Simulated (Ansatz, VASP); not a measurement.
# Cross-check of Ge (Germanium) between VASP and Ansatz, part 2 of 2

Wanted: the spread between two codes on one cell, functional and k mesh. The cell is taken from a series of VASP runs on this material, whose earlier steps may have relaxed, scaled or displaced it; both programs get it as it stands.

VASP 6.6.1 and Ansatz 0.2.0.

So far. Step 4 (Comparison): The walks stopped with -0.05 GPa left in Ansatz and 0.04 GPa in VASP; each walk ends within a tolerance, so the volume difference is uncertain by about these residues over the bulk modulus, most in soft cells.

## Step 6: VASP: band structure, HSE06, spin-orbit coupling

Level of this step: HSE06, spin-orbit coupling; plane waves and PAW (Ge_d) (VASP).

The same cell, functional, mesh and smearing now go to VASP, with its own data sets and cutoff.

The run reads the wave functions of an earlier VASP run, which isn't shown here.

INCAR

```
SYSTEM = Ge
PREC = Accurate
ENCUT = 360
EDIFF = 1E-06
NELM = 100
ISMEAR = 0
SIGMA = 0.03
LREAL = .FALSE.
ALGO = Normal
LHFCALC = .TRUE.
AEXX = 0.25
GGA = PE
HFSCREEN = 0.2
LASPH = .TRUE.
LNONCOLLINEAR = .TRUE.
MAGMOM = 0 0 0 0 0 0
NBANDS = 40
GGA_COMPAT = .FALSE.
LSORBIT = .TRUE.
PRECFOCK = Fast
LORBIT = 11
LWAVE = .FALSE.
LCHARG = .FALSE.
KPAR = 8
```

POSCAR

```
Ge
1.0
    0.0000000000      2.8289100000      2.8289100000
    2.8289100000      0.0000000000      2.8289100000
    2.8289100000      2.8289100000      0.0000000000
Ge
2
Direct
    0.7500000000      0.7500000000      0.7500000000
    0.5000000000      0.5000000000      0.5000000000
```

KPOINTS

```
Automatic mesh
0
Gamma
5 5 5
0 0 0
```

KPOINTS_OPT

```
Line mode
10
Line-mode
Reciprocal
  0.00000000   0.00000000   0.00000000 GAMMA
  0.50000000   0.00000000   0.50000000 X

  0.50000000   0.00000000   0.50000000 X
  0.50000000   0.25000000   0.75000000 W

  0.50000000   0.25000000   0.75000000 W
  0.37500000   0.37500000   0.75000000 K

  0.37500000   0.37500000   0.75000000 K
  0.00000000   0.00000000   0.00000000 GAMMA

  0.00000000   0.00000000   0.00000000 GAMMA
  0.50000000   0.50000000   0.50000000 L

  0.50000000   0.50000000   0.50000000 L
  0.62500000   0.25000000   0.62500000 U

  0.62500000   0.25000000   0.62500000 U
  0.50000000   0.25000000   0.75000000 W

  0.50000000   0.25000000   0.75000000 W
  0.50000000   0.50000000   0.50000000 L

  0.50000000   0.50000000   0.50000000 L
  0.37500000   0.37500000   0.75000000 K

  0.62500000   0.25000000   0.62500000 U
  0.50000000   0.00000000   0.50000000 X
```

PAW data sets: Ge_d (PBE family, release 64).

Launch:

```bash
$ mpirun -np 8 vasp_ncl
```

Numbers of over 12 decimals in the logs are rounded to 6 here.

Log:

```text
[banner, memory and clock lines left out]
running    8 mpi-ranks, on    1 nodes
[...]
[... a notice as in an earlier step ...]

 LDA part: xc-table for (Slater+PW92), standard interpolation
 found WAVECAR, reading the header
 POSCAR, INCAR and KPOINTS ok, starting setup
[...]
reading WAVECAR
 the WAVECAR file was read successfully
 initial charge from wavefunction
 entering main loop
       N       E                     dE             d eps       ncg     rms          rms(c)
DAV:   1    -0.106519546530E+02   -0.10652E+02   -0.19306E+00  1064   0.252E+01    0.135E+00
DAV:   2    -0.106502682801E+02    0.16864E-02   -0.77707E-02   976   0.355E+00    0.981E-01
DAV:   3    -0.106466722417E+02    0.35960E-02   -0.11785E-02  1088   0.192E+00    0.661E-01
DAV:   4    -0.106461920076E+02    0.48023E-03   -0.16163E-03   912   0.651E-01    0.408E-01
[...]
DAV:   9    -0.106459343925E+02    0.38183E-05   -0.86438E-07   712   0.710E-03    0.302E-02
DAV:  10    -0.106459321875E+02    0.22050E-05   -0.33048E-07   616   0.524E-03    0.177E-02
DAV:  11    -0.106459313676E+02    0.81992E-06   -0.15614E-07   520   0.344E-03
   1 F= -.10645931E+02 E0= -.10645931E+02  d E =-.721742E-23  mag=     0.0000    -0.0000    -0.0000
 Start KPOINTS_OPT (optional k-point list driver)
k-point batch [1-10\100]
       N       E                     dE             ncg
DAV:   1    -0.193624283431E+04   -0.56301E+04     1016
DAV:   2    -0.421877180701E+04   -0.22825E+04      800
DAV:   3    -0.465057328484E+04   -0.43180E+03      888
DAV:   4    -0.467674319194E+04   -0.26170E+02      944
[...]
DAV:   8    -0.467728315750E+04   -0.25839E-04      976
DAV:   9    -0.467728315864E+04   -0.11468E-05      776
DAV:  10    -0.467728315873E+04   -0.84322E-07      592
[...]
k-point batch [91-100\100]
       N       E                     dE             ncg
DAV:   1    -0.200580713676E+04   -0.10189E+05     1008
DAV:   2    -0.432945605196E+04   -0.23236E+04      800
DAV:   3    -0.475668419289E+04   -0.42723E+03      904
DAV:   4    -0.478175545511E+04   -0.25071E+02      920
[...]
DAV:   8    -0.478231631567E+04   -0.23638E-04      952
DAV:   9    -0.478231631674E+04   -0.10691E-05      736
DAV:  10    -0.478231631684E+04   -0.10049E-06      568
```

OUTCAR, selected parts (step 6):

```text
 POSITION                                       TOTAL-FORCE (eV/Angst)
 -----------------------------------------------------------------------------------
      4.24336      4.24336      4.24336        -0.000000     -0.000000     -0.000000
      2.82891      2.82891      2.82891         0.000000      0.000000      0.000000
 -----------------------------------------------------------------------------------
    total drift:                                0.000000      0.000002      0.000000

  FREE ENERGIE OF THE ION-ELECTRON SYSTEM (eV)
  ---------------------------------------------------
  free  energy   TOTEN  =       -10.6459313676 eV

  energy  without entropy=      -10.6459313676  energy(sigma->0) =      -10.64593137

 magnetization (x)
# of ion       s       p       d       tot
------------------------------------------
    1        0.000   0.000  -0.000   0.000
    2        0.000  -0.000  -0.000  -0.000
--------------------------------------------------
tot          0.000  -0.000  -0.000  -0.000

 magnetization (y)
# of ion       s       p       d       tot
------------------------------------------
    1        0.000  -0.000   0.000  -0.000
    2        0.000  -0.000   0.000  -0.000
--------------------------------------------------
tot          0.000  -0.000   0.000  -0.000

 magnetization (z)
# of ion       s       p       d       tot
------------------------------------------
    1        0.000   0.000   0.000   0.000
    2       -0.000  -0.000   0.000  -0.000
--------------------------------------------------
tot         -0.000   0.000   0.000  -0.000

[... 3 further parts left out ...]
[key lines of the parts left out:]
E-fermi :   4.9744
```

## Step 7: Differences

What differs besides the data sets and the points named for the pairs above, as far as they apply: spin-orbit coupling enters by fully relativistic files in Ansatz and inside the spheres in VASP; exact exchange at q = 0 is treated differently, which shows on coarse meshes; VASP keeps PBE cores, Ansatz makes them for the functional; the cutoff is 420 eV in Ansatz and 360 eV in VASP; VASP takes a coarser grid for exact exchange (PRECFOCK = Fast). Total energies have different zeros and are not compared.

Both answers:

```tsv
quantity	Ansatz	VASP	difference
gap over the path points (eV)	0.738	0.748	-0.011
```

Levels at points of the path, from each program's valence-band top (eV; 6 filled, then empty):

```tsv
k (reciprocal lattice)	Ansatz	VASP
0.000 0.000 0.000	-0.32 -0.32 0.00 0.00 0.00 0.00 0.81 0.81 2.98 2.98 3.20 3.20	-0.31 -0.31 0.00 0.00 0.00 0.00 0.82 0.82 3.00 3.00 3.21 3.21
0.500 0.000 0.500	-9.81 -9.81 -3.46 -3.46 -3.46 -3.46 1.19 1.19 1.19 1.19 10.70 10.70	-9.81 -9.81 -3.46 -3.46 -3.46 -3.46 1.20 1.20 1.20 1.20 10.72 10.72
0.500 0.222 0.722	-9.69 -9.69 -4.37 -4.37 -4.28 -4.28 4.50 4.50 4.57 4.57 5.93 5.93	-9.69 -9.69 -4.36 -4.36 -4.28 -4.28 4.51 4.51 4.58 4.58 5.94 5.94
0.403 0.347 0.750	-9.17 -9.17 -4.80 -4.80 -3.13 -3.13 1.89 1.89 4.79 4.79 7.78 7.78	-9.17 -9.17 -4.79 -4.79 -3.12 -3.12 1.90 1.90 4.80 4.80 7.80 7.80
0.125 0.125 0.250	-3.88 -3.88 -1.94 -1.94 -0.51 -0.51 2.39 2.39 3.74 3.74 3.86 3.86	-3.88 -3.88 -1.94 -1.94 -0.51 -0.51 2.40 2.40 3.75 3.75 3.87 3.87
0.278 0.278 0.278	-5.68 -5.68 -1.27 -1.27 -1.06 -1.06 1.16 1.16 4.29 4.29 4.42 4.42	-5.68 -5.68 -1.26 -1.26 -1.06 -1.06 1.17 1.17 4.30 4.30 4.43 4.43
0.500 0.500 0.500	-8.40 -8.40 -1.73 -1.73 -1.53 -1.53 0.74 0.74 4.32 4.32 4.41 4.41	-8.40 -8.40 -1.73 -1.73 -1.53 -1.53 0.75 0.75 4.33 4.33 4.42 4.42
0.556 0.389 0.556	-8.38 -8.38 -3.60 -3.60 -2.12 -2.12 2.18 2.18 4.49 4.49 5.51 5.51	-8.38 -8.38 -3.59 -3.59 -2.12 -2.12 2.19 2.19 4.50 4.50 5.53 5.53
0.583 0.250 0.667	-9.20 -9.20 -4.77 -4.77 -3.29 -3.29 2.19 2.19 4.82 4.82 7.41 7.41	-9.19 -9.19 -4.76 -4.76 -3.29 -3.29 2.20 2.20 4.83 4.83 7.42 7.42
0.500 0.306 0.694	-8.95 -8.95 -4.68 -4.68 -3.63 -3.63 4.15 4.15 4.47 4.47 6.30 6.30	-8.95 -8.95 -4.67 -4.67 -3.63 -3.63 4.17 4.17 4.49 4.49 6.31 6.31
```

Among the levels compared at these points, filled levels agree within 6 meV and empty ones within 19 meV.

## Step 8: What came out

```json
{
 "difference in volume (relaxation of cell and atoms, LDA)": "0.55 %",
 "difference in gap over the path points (band structure, HSE06, spin-orbit coupling)": "-0.011 eV"
}
```

**Reading.** The difference in volume is 0.55 % (relaxation of cell and atoms, LDA), within the 1.2 % picked in this series as the mark of a large difference, as far as the stopping tolerances let one tell. Such differences can come from data sets, numerical settings and the points named under the comparisons, not from the functional's error against experiment.

[Lines on the potential files, build, host, timing and source positions are cut from VASP's logs without a mark.]

[Logs are printed without paths, hosts, clocks, repeated set-up lines and the standing remarks that a program may print on its own settings, such as how far it seeks lower states.]

[Hosts, paths, dates, database ids (printed as entryN), source tags and the programs' standing remarks are cut or masked in the printed files.]
